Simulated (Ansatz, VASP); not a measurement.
# Mo5F (Mo(110), 5 layers, one monolayer of F on longbridge sites) in two plane-wave programs

Aim: how closely do two programs agree when they are given the same cell, functional and k mesh? The structure shown is the start of the Ansatz relaxation below; VASP solves that cell, so the two are compared at the walk's first step.

Calculated with Ansatz 0.2.0; plane waves, with VASP 6.6.1 beside it; single point at PBE.

## 1. Starting point

The cell holds 6 atoms: 5 Mo and 1 F. Its edges and angles: a = 2.728 Å, b = 2.728 Å, c = 27.910 Å, α = 90.0°, β = 90.0°, γ = 70.5°. Vacuum lies along c.

## 2. Ansatz: relaxation, PBE

Ansatz runs on its default PAW (the set named soft_2) files.

The two programs are compared at the cell with which this relaxation starts, whose forces are those of its first step.

File input.yaml:

```yaml
crystal:
  lattice:
    - [2.2273863607, -1.575, 0.0]
    - [2.2273863607, 1.575, 0.0]
    - [0.0, 0.0, 27.909545443]
  atoms:
    - { symbol: Mo, position: [0.0, 0.0, 0.2973892935] }
    - { symbol: Mo, position: [0.5, 0.5, 0.3771966255] }
    - { symbol: Mo, position: [0.0, 0.0, 0.4570039576] }
    - { symbol: Mo, position: [0.5, 0.5, 0.5368112896] }
    - { symbol: Mo, position: [0.0, 0.0, 0.6166186217] }
    - { symbol: F, position: [0.5, 0.5, 0.6669272961] }
kpoints:
  mp_grid: { grid: [10, 10, 1] }
hamiltonian:
  xc: pbe
scf:
  occupations: { method: fermi_dirac, width: 0.1 }
  convergence: { dr2_threshold: 1.0e-08 }
efield:
  axis: 3
  dipole_correction: true
  ramp_position: 0.97
  ramp_width: 0.04
relax:
  f_tol: 0.01
  constraints: [{ sites: [0, 1, 2] }]
output:
  write_potential: true
  write_density: true
  volumetric_format: npy
```

The run is started by

```bash
$ ansatz run input.yaml --threads 4 --pin off --max-ram 8192MiB --backend cpu --events-out ev --progress --plain --runs-dir out
```

Numbers of over 12 decimals in the logs are rounded to 6 here.

Output:

```text
Engine: ansatz 0.2.0, aarch64-unknown-linux-gnu
Pseudopotentials: kind: paw
Pseudopotential: Mo, paw, valence charge 14, recommended cutoff 420 eV (normal), Mo.paw.azcp
Pseudopotential: F, paw, valence charge 7, recommended cutoff 420 eV (normal), F.paw.azcp
Functional definition: PBE
  parameter kappa = 0.804
  parameter beta = 0.066725
  exchange = pbe_x(kappa = kappa, mu = beta*pi^2/3)
  correlation = pbe_c(beta = beta)
Crystal: 6 atoms, lattice volume = 195.821 Å³
Basis set: ecut = 420 eV, 3911 PW (Γ), exchange–correlation on 40×40×384 points (8 copies of the dense FFT grid, shifted against one another)
Bands: 47, of which v1, the nominal top of the filled ones, is band 39 counted from 1 (38 counted from 0)
Symmetry: 4 space group operations
Space group: Cmm2 (ITA 35), of the structure as read, at distance tolerance 5.8e-5 Å
k-points: 31 of 100
Non-local potential: Mo, projectors of the file, l = 0: 3, l = 1: 2, l = 2: 2, l = 3: 1
Non-local potential: F, projectors of the file, l = 0: 2, l = 1: 2, l = 2: 1
PAW form: soft (Blöchl's): semilocal exchange-correlation on the pseudo side does not see the compensation charge
PAW one-centre angular grid: Mo, 590 points (default); XC on 64 Gauss nodes
PAW one-centre angular grid: F, 110 points (default); XC on 64 Gauss nodes
Initial density: superposition of atomic densities (neutral atoms: chi_scale 0, normalization atom), corrected by the library's trained network
Initial wavefunctions: pseudopotential atomic-orbital guess
Functional: x = pbe(κ = 0.804, μ = 0.219515), c = pbe(β = 0.066725)
SCF iter   1: F=—  HF=-25586.438428 eV  |F-HF|=—  |Δ(HF+E_count)|=         —  Δρ=7.88e-3  dr2=1.15e0  ethr=1.77e-3  p=0.005 e·Å  D=4.63e-3 V/Å  ΔV_dip=-0.13 eV  dr2_dipole=5.31e-1  V_vac-E_F(+/−)=4.76/4.89 eV  ⟨swp⟩=8.2  Hψ=7258  notcnv=0
efield: sawtooth ramp at fractional position 0.9700 (set: `efield.ramp_position`, or a place that a band, a saddle search or an elastic batch's reference lends), width 0.0400; the density the first Hamiltonian is built on has a dipole p = 0.005 e·Å; the dipole correction subtracts the counter field D = 4.63e-3 V/Å, which shifts the + side's vacuum level by -0.13 eV against the − side's; the planar-averaged density in the ramp window peaks in size at 2.6e-5 e/Å³
preconditioner: auto → LDOS  [metal: Δε(μ)=0.019 eV  Ē_g=4.842 eV  σ=0.100 eV  W_gap=0.05  n_scr=20 (ndim 8)  ℏωp=15.7 eV  f_vac=0.522  D(μ)=5.24/eV (n_scr^D=18)  β→1.0]
SCF iter   2: F=—  HF=-25586.415740 eV  |F-HF|=—  |Δ(HF+E_count)|=   2.27e-2  Δρ=2.35e-3  dr2=2.55e-2  ethr=1.50e-3  p=-0.011 e·Å  D=-1.04e-2 V/Å  ΔV_dip=0.29 eV  dr2_dipole=5.36e-4  V_vac-E_F(+/−)=4.99/4.70 eV  ⟨swp⟩=1.6  Hψ=1740  notcnv=0
SCF iter   3: F=—  HF=-25586.414792 eV  |F-HF|=—  |Δ(HF+E_count)|=   9.48e-4  Δρ=8.77e-4  dr2=3.13e-3  ethr=3.32e-5  p=-0.013 e·Å  D=-1.20e-2 V/Å  ΔV_dip=0.34 eV  dr2_dipole=7.06e-4  V_vac-E_F(+/−)=5.04/4.70 eV  ⟨swp⟩=2.0  Hψ=2246  notcnv=0
SCF iter   4: F=—  HF=-25586.414309 eV  |F-HF|=—  |Δ(HF+E_count)|=   4.83e-4  Δρ=2.65e-4  dr2=3.10e-4  ethr=4.07e-6  p=-0.014 e·Å  D=-1.29e-2 V/Å  ΔV_dip=0.36 eV  dr2_dipole=3.38e-5  V_vac-E_F(+/−)=5.05/4.69 eV  ⟨swp⟩=2.5  Hψ=2422  notcnv=0
SCF iter   5: F=—  HF=-25586.414284 eV  |F-HF|=—  |Δ(HF+E_count)|=   2.51e-5  Δρ=5.40e-5  dr2=5.55e-6  ethr=4.03e-7  p=-0.014 e·Å  D=-1.28e-2 V/Å  ΔV_dip=0.36 eV  dr2_dipole=7.37e-7  V_vac-E_F(+/−)=5.05/4.69 eV  ⟨swp⟩=2.5  Hψ=2346  notcnv=0
SCF iter   6: F=—  HF=-25586.414595 eV  |F-HF|=—  |Δ(HF+E_count)|=   3.11e-4  Δρ=2.05e-5  dr2=1.79e-6  ethr=7.20e-9  p=-0.014 e·Å  D=-1.29e-2 V/Å  ΔV_dip=0.36 eV  dr2_dipole=2.63e-10  V_vac-E_F(+/−)=5.05/4.69 eV  ⟨swp⟩=2.8  Hψ=3031  notcnv=0
SCF iter   7: F=—  HF=-25586.414596 eV  |F-HF|=—  |Δ(HF+E_count)|=   1.11e-6  Δρ=8.72e-6  dr2=4.78e-7  ethr=2.33e-9  p=-0.014 e·Å  D=-1.29e-2 V/Å  ΔV_dip=0.36 eV  dr2_dipole=2.00e-8  V_vac-E_F(+/−)=5.05/4.69 eV  ⟨swp⟩=2.5  Hψ=2438  notcnv=0
SCF iter   8: F=—  HF=-25586.414597 eV  |F-HF|=—  |Δ(HF+E_count)|=   3.38e-7  Δρ=2.55e-6  dr2=4.61e-8  ethr=6.21e-10  p=-0.014 e·Å  D=-1.29e-2 V/Å  ΔV_dip=0.36 eV  dr2_dipole=1.75e-9  V_vac-E_F(+/−)=5.05/4.68 eV  ⟨swp⟩=2.3  Hψ=2113  notcnv=0
SCF iter   9: F=-25586.414597 eV  HF=-25586.414597 eV  |F-HF|=1.21e-8  |Δ(HF+E_count)|=   2.42e-8  Δρ=1.12e-6  dr2=6.77e-9  ethr=1.30e-11  p=-0.014 e·Å  D=-1.30e-2 V/Å  ΔV_dip=0.36 eV  dr2_dipole=3.04e-12  V_vac-E_F(+/−)=5.05/4.68 eV  ⟨swp⟩=10.8  Hψ=11166  notcnv=0
SCF 1 converged in 9 iterations: F = -25586.414597 eV  dr2 = 6.77e-9
  greatest PAW one-centre occupation: 0.998 electrons in one spin orbital (limit 2), on the Mo atom at site 0 (counted from 0), in its partial waves of l = 0
relax step   1: F+E_penalty+E_count = -25586.41459667 eV  Δ(F+E_penalty+E_count) = +0.000e0 eV  max|allowed force component| = 1.698e0 eV/Å  Δτ_max = 0.0000 Å  (9 SCF iters, accepted)
Initial density: handed on by an earlier stage of this run
[...]
SCF iter   1: F=—  HF=-25586.512408 eV  |F-HF|=—  |Δ(HF+E_count)|=         —  Δρ=8.00e-4  dr2=6.65e-3  ethr=6.43e-5  p=-0.057 e·Å  D=-5.22e-2 V/Å  ΔV_dip=1.46 eV  dr2_dipole=1.44e-3  V_vac-E_F(+/−)=6.14/4.69 eV  ⟨swp⟩=2.0  Hψ=2125  notcnv=0  defer=1
efield: sawtooth ramp at fractional position 0.9700 (set: `efield.ramp_position`, or a place that a band, a saddle search or an elastic batch's reference lends), width 0.0400; the density the first Hamiltonian is built on has a dipole p = -0.057 e·Å; the dipole correction subtracts the counter field D = -5.22e-2 V/Å, which shifts the + side's vacuum level by +1.46 eV against the − side's; the planar-averaged density in the ramp window peaks in size at 1.6e-6 e/Å³
preconditioner: auto → LDOS  [metal: Δε(μ)=0.032 eV  Ē_g=4.647 eV  σ=0.100 eV  W_gap=0.08  n_scr=20 (ndim 8)  ℏωp=15.7 eV  f_vac=0.519  D(μ)=4.93/eV (n_scr^D=18)  β→1.0]
SCF iter   2: F=—  HF=-25586.512241 eV  |F-HF|=—  |Δ(HF+E_count)|=   1.67e-4  Δρ=2.42e-4  dr2=3.30e-4  ethr=8.64e-6  p=-0.056 e·Å  D=-5.18e-2 V/Å  ΔV_dip=1.44 eV  dr2_dipole=4.40e-5  V_vac-E_F(+/−)=6.13/4.68 eV  ⟨swp⟩=1.3  Hψ=1733  notcnv=0  defer=1
SCF iter   3: F=—  HF=-25586.512226 eV  |F-HF|=—  |Δ(HF+E_count)|=   1.49e-5  Δρ=1.71e-4  dr2=1.30e-4  ethr=4.28e-7  p=-0.056 e·Å  D=-5.19e-2 V/Å  ΔV_dip=1.45 eV  dr2_dipole=1.50e-6  V_vac-E_F(+/−)=6.13/4.68 eV  ⟨swp⟩=3.2  Hψ=2971  notcnv=0  defer=1
SCF iter   4: F=—  HF=-25586.512199 eV  |F-HF|=—  |Δ(HF+E_count)|=   2.70e-5  Δρ=3.91e-5  dr2=7.98e-6  ethr=1.69e-7  p=-0.056 e·Å  D=-5.18e-2 V/Å  ΔV_dip=1.44 eV  dr2_dipole=3.34e-7  V_vac-E_F(+/−)=6.13/4.68 eV  ⟨swp⟩=2.4  Hψ=2586  notcnv=0  defer=1
SCF iter   5: F=—  HF=-25586.512498 eV  |F-HF|=—  |Δ(HF+E_count)|=   2.98e-4  Δρ=1.34e-5  dr2=9.34e-7  ethr=1.04e-8  p=-0.056 e·Å  D=-5.17e-2 V/Å  ΔV_dip=1.44 eV  dr2_dipole=5.09e-8  V_vac-E_F(+/−)=6.13/4.68 eV  ⟨swp⟩=3.0  Hψ=2718  notcnv=0  defer=1
SCF iter   6: F=—  HF=-25586.512498 eV  |F-HF|=—  |Δ(HF+E_count)|=   3.73e-7  Δρ=3.52e-6  dr2=4.44e-8  ethr=1.21e-9  p=-0.056 e·Å  D=-5.17e-2 V/Å  ΔV_dip=1.44 eV  dr2_dipole=1.53e-11  V_vac-E_F(+/−)=6.12/4.68 eV  ⟨swp⟩=2.0  Hψ=1876  notcnv=0  defer=1
SCF iter   7: F=-25586.512498 eV  HF=-25586.512498 eV  |F-HF|=1.49e-8  |Δ(HF+E_count)|=   9.20e-8  Δρ=9.83e-7  dr2=1.80e-9  ethr=1.30e-11  p=-0.056 e·Å  D=-5.17e-2 V/Å  ΔV_dip=1.44 eV  dr2_dipole=3.00e-12  V_vac-E_F(+/−)=6.12/4.68 eV  ⟨swp⟩=11.0  Hψ=11419  notcnv=0
SCF 4 converged in 7 iterations: F = -25586.512498 eV  dr2 = 1.80e-9
relax step   4: F+E_penalty+E_count = -25586.51249832 eV  Δ(F+E_penalty+E_count) = -4.558e-4 eV  max|allowed force component| = 1.839e-3 eV/Å  Δτ_max = 0.0097 Å  (7 SCF iters, accepted)
NSCF: frozen V_eff on 31 k-points
the band table was solved once a step of the walk had ended and its energy, with any forces and stress, was formed, with the checks that follow a solve (6390 applications of the Hamiltonian). They found nothing against the state; the energy, forces and stress were not computed again (output.eigenvalues in the input reference)
WARN: The output density's exchange-correlation potential varies sharply where the density is thin. Do not read a vacuum level from v_tot or v_xc, or from such a field of the output density. On a cell that repeats whose density bears no net charge and no dipole along the vacuum's axis use v_es (v_loc + v_h of the components); under efield.dipole_correction with no amplitude use v_es + v_field, which holds any externa [...]
SCF converged after 7 iterations
Free energy (F): -25586.512498 eV
Harris-Foulkes:  -25586.512498 eV  (|F-HF|=1.49e-8)
Internal energy: -25586.352571 eV  (E = F + TS)
E sigma→0 (E₀):  -25586.432535 eV
Entropy (-TS):   -0.159927 eV (-26.655 meV/atom)
Fermi energy:    5.724411 eV
Dipole field:    D = -0.051654 V/Å  (p = -0.055898 e·Å, saw-weighted, corrected)
Work function:   Φ+ = 6.1246 eV   Φ− = 4.6831 eV
Levels:          The Fermi level and band energies are counted from a zero that moves with the ramp; work functions are not
--- Per-component energies (eV) ---
  E_band       = -1393.787344
  E_kinetic    = 2406.754322
  E_local      = -119160.520125  (includes V_loc(G=0)·N_el)
  E_nonlocal   = 788.686423
  E_hartree    = 58300.838106
  E_xc         = -994.399876
  E_vxc        = -1243.469087  (∫ρ·V_xc dr)
  E_paw        = -16206.580815  (= ΣΔE_a)
  E_vpaw       = -785.418645  (= ΣTr[D̂ρ^β])
  E_aug_tail   = 0.002211  (compensation charges beyond the density's cutoff)
  E_efield     = 0.001444  (sawtooth field / dipole correction)
  E_vefield    = -1.499414  (∫n·V_field dr)
  E_ewald      = 49278.865739
  E_smearing   = -0.159927  (= −TS)
  E_closure    = 0.000000  (closes the sum)
  Σ components = -25586.512498   (vs F -25586.512498, Δ=0.00e0)
--- Forces (eV/Å), atoms counted from 1 ---
  atom   1  Mo     0.00000000     0.00000000     0.48032729
  atom   2  Mo    -0.00000000     0.00000000    -0.59592261
  atom   3  Mo     0.00000000     0.00000000     0.11627402
  atom   4  Mo     0.00000000     0.00000000     0.00106078
  atom   5  Mo    -0.00000000     0.00000000    -0.00183926
  atom   6  F      0.00000000     0.00000000     0.00015030
  max |Σ_I F_I| component: 5.05e-5 eV/Å
--- Band table (eV; the first three rows and the last of 31) ---
  k-point 0: bands = [... 35 lower, 4.2389, 4.3430, 4.6959, 5.2483, 5.6424, 6.4200, 6.7059, 6.9184, ... 4 higher]
  k-point 1: bands = [... 35 lower, 4.1136, 4.5119, 4.6458, 5.0579, 5.7497, 6.0674, 6.4015, 6.6466, ... 4 higher]
  k-point 2: bands = [... 35 lower, 3.9520, 4.1384, 4.7114, 5.2324, 5.6672, 6.2763, 6.4842, 6.6341, ... 4 higher]
  k-point 30: bands = [... 35 lower, 5.4291, 6.0201, 6.3340, 6.8087, 6.9497, 7.3656, 7.5655, 8.6314, ... 4 higher]
--- Relaxed structure (4 steps of the walk, 4 accepted, 0 SCFs on fresh bases) ---
  F+E_penalty+E_count = -25586.51249832 eV   max|allowed force component| = 1.839e-3 eV/Å
  atoms:
    - { symbol: Mo, position: [0.0, 0.0, 0.297389] }
    - { symbol: Mo, position: [0.5, 0.5, 0.377197] }
    - { symbol: Mo, position: [0.0, 0.0, 0.457004] }
    - { symbol: Mo, position: [0.5, 0.5, 0.537402] }
    - { symbol: Mo, position: [-5.096054957651471e-19, -5.096054957651471e-19, 0.616130] }
    - { symbol: F, position: [0.5, 0.5, 0.670887] }
```

(Part 1 of 2 ends here.)

[Lines on the potential files, build, host, timing and source positions are cut from VASP's logs without a mark.]

[Logs are printed without paths, hosts, clocks, repeated set-up lines and the standing remarks that a program may print on its own settings, such as how far it seeks lower states.]

[Hosts, paths, dates, database ids (printed as entryN), source tags and the programs' standing remarks are cut or masked in the printed files.]
